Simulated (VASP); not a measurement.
```xyz
6
Lattice="4.3231 0.0000 0.0000 0.0000 4.3231 0.0000 0.0000 0.0000 4.3231" Properties=species:S:1:pos:R:3 pbc="T T T"
Li     3.2423     3.2423     3.2423
Li     3.2423     1.0808     1.0808
Li     1.0808     3.2423     1.0808
Li     1.0808     1.0808     3.2423
O      0.0000     0.0000     0.0000
O      2.1615     2.1615     2.1615
```

These are PBE GGA, VASP's PBE PAW potentials (set 64) (plane waves; VASP 6.6.1) values and carry that method's errors. Numerical set-up: 400 eV cut-off, 4×4×4 Γ-centred mesh, Fermi-Dirac smearing of 0.14 eV, potentials Li_sv O.

At this cut-off the stress carries a Pulay error, which pulls relaxed volumes low. Energy and stress use the plane-wave basis of the starting cell.

Q: The ions, cell shape and volume are relaxed. Give the cell that the relaxation ends in.

A: 
```xyz
6
Lattice="4.1108 0.0000 0.0000 0.0000 4.1108 0.0000 0.0000 0.0000 4.1108" Properties=species:S:1:pos:R:3 pbc="T T T"
Li     3.0831     3.0831     3.0831
Li     3.0831     1.0277     1.0277
Li     1.0277     3.0831     1.0277
Li     1.0277     1.0277     3.0831
O      4.1108     4.1108     4.1108
O      2.0554     2.0554     2.0554
```
Space group Pn-3m (224), at a tolerance of 0.03 Å.

Q: How do energy and volume change from the first to the last step?

A: The energy (σ→0) changes by -63.8 meV/atom and the volume by -14.0 %, in 4 ionic steps.

```csv
step,E(σ→0) (eV),max force (eV/Å),pressure (GPa),volume (Å³)
1,-27.0421,0.000,-10.03,80.79
2,-27.4132,0.000,-1.95,71.33
3,-27.4247,0.000,-0.22,69.68
4,-27.4248,0.000,0.02,69.47
```

The structure was generated: Li2O was put into an ordered model structure, which need not be its known phase. This run relaxes it. Symmetry was kept, so distortions that lower it aren't found. The run is one of a series of settings (EDIFFG = -0.01, IBRION = 2, ISIF = 3, NSW = 50 against the base run), some of them coarse on purpose.
